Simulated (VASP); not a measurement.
OSZICAR of a VASP run on Cs$_{2}$AgBiBr$_{6}$ (space group Fm-3m):

File OSZICAR:
```
       N       E                     dE             d eps       ncg     rms          rms(c)
DAV:   1     0.447882791705E+03    0.44788E+03   -0.33016E+04   416   0.123E+03
DAV:   2    -0.174312494700E+03   -0.62220E+03   -0.61137E+03   508   0.290E+02
DAV:   3    -0.240935007721E+03   -0.66623E+02   -0.66295E+02   496   0.115E+02
DAV:   4    -0.242920754771E+03   -0.19857E+01   -0.19816E+01   480   0.246E+01
DAV:   5    -0.242987218742E+03   -0.66464E-01   -0.66449E-01   584   0.382E+00    0.769E+00
DAV:   6    -0.231244229676E+03    0.11743E+02   -0.82690E+00   469   0.212E+01    0.730E+00
DAV:   7    -0.222228878524E+03    0.90154E+01   -0.23845E+00   441   0.792E+00    0.392E+00
DAV:   8    -0.223401309950E+03   -0.11724E+01   -0.15225E+00   458   0.660E+00    0.147E+00
DAV:   9    -0.222412947332E+03    0.98836E+00   -0.73055E-01   428   0.528E+00    0.574E-01
DAV:  10    -0.222492486148E+03   -0.79539E-01   -0.48946E-02   456   0.152E+00    0.233E-01
DAV:  11    -0.222499552341E+03   -0.70662E-02   -0.38867E-02   450   0.122E+00    0.123E-01
DAV:  12    -0.222511575936E+03   -0.12024E-01   -0.70324E-03   456   0.528E-01    0.642E-02
DAV:  13    -0.222512768158E+03   -0.11922E-02   -0.20853E-03   466   0.237E-01    0.351E-02
DAV:  14    -0.222511224510E+03    0.15436E-02   -0.14554E-03   432   0.245E-01    0.373E-02
DAV:  15    -0.222512735619E+03   -0.15111E-02   -0.36634E-04   442   0.124E-01    0.835E-03
DAV:  16    -0.222513105571E+03   -0.36995E-03   -0.49470E-04   426   0.147E-01    0.137E-02
DAV:  17    -0.222513149104E+03   -0.43533E-04   -0.12098E-05   493   0.208E-02    0.840E-03
DAV:  18    -0.222513188811E+03   -0.39707E-04   -0.10635E-05   445   0.207E-02    0.698E-03
DAV:  19    -0.222513200396E+03   -0.11586E-04   -0.47664E-06   397   0.160E-02    0.462E-03
DAV:  20    -0.222513203975E+03   -0.35788E-05   -0.43568E-06   408   0.129E-02    0.331E-03
DAV:  21    -0.222513202188E+03    0.17872E-05   -0.86495E-07   272   0.661E-03    0.261E-03
DAV:  22    -0.222513204224E+03   -0.20361E-05   -0.64532E-07   272   0.494E-03    0.192E-03
DAV:  23    -0.222513204481E+03   -0.25678E-06   -0.10950E-07   240   0.204E-03
   1 F= -.22251320E+03 E0= -.22251320E+03  d E =-.222513E+03
```

Task: Which electronic solver shows in the log?

Result: It is blocked Davidson (ALGO = Normal, or the opening steps of other solvers). The INCAR had ALGO = Normal.

Task: Can the final energy be trusted as converged?

Result: Self-consistency was reached. It stopped with EDIFF = 1E-6, NELM = 100, NSW = 60 and EDIFFG = -0.02 after 1 ionic step (r2SCAN meta-GGA, plane waves, VASP's PBE PAW potentials (set 64)).

The structure comes from a computed database's Cs2AgBiBr6 entry (Fm-3m); how it stands against other phases isn't given here. It was relaxed first. The start is the result of an earlier pass.
